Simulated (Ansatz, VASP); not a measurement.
# One calculation of CaC2, two programs

```
CELL_PARAMETERS angstrom
-1.93430 1.93430 3.48230
1.93430 -1.93430 3.48230
1.93430 1.93430 -3.48230
ATOMIC_POSITIONS crystal
Ca 0.00000 0.00000 0.00000
C 0.59789 0.59789 0.00000
C 0.40211 0.40211 0.00000
```

Change from the starting cell: strain +0.0875 x Voigt [0, 0, 1, 0, 0, 0], atoms carried along.

Alike in both runs: task single point; functional LDA; k mesh 10 × 10 × 10; occupations gaussian, width 0.05 eV; no spin polarisation.

|  | VASP | Ansatz |
| --- | --- | --- |
| version | VASP 6.6.1 | Ansatz 0.2.0 |
| potentials or method | VASP PAW LDA potentials, release 64 (Ca_sv, C) | scalar-relativistic, plane waves, PAW |
| plane-wave cutoff (eV) | 520 | 420 |
| valence electrons in the cell | 18 | 18 |

```csv
,VASP,Ansatz,Ansatz less VASP
gap on the k mesh at the Fermi level (eV),0.81,0.83,+0.012
least direct gap on the mesh (eV),1.86,1.87,+0.011
pressure (GPa),-15.3,-15.6,-0.29
largest component of the traceless stress (GPa),21.49,21.68,+0.187
rms of the force components (eV/Å),2.619,2.659,+0.0398
```

Atom by atom the forces differ by 0.040 eV/Å (rms over components).

Caveats: so large a pressure means that the cell lies far from this level's equilibrium, or that cutoff or potentials fall short (VASP); forces of over 1 eV/Å show positions far from the minimum, so gaps and moduli don't describe the material at rest. A k mesh can miss the band edges.
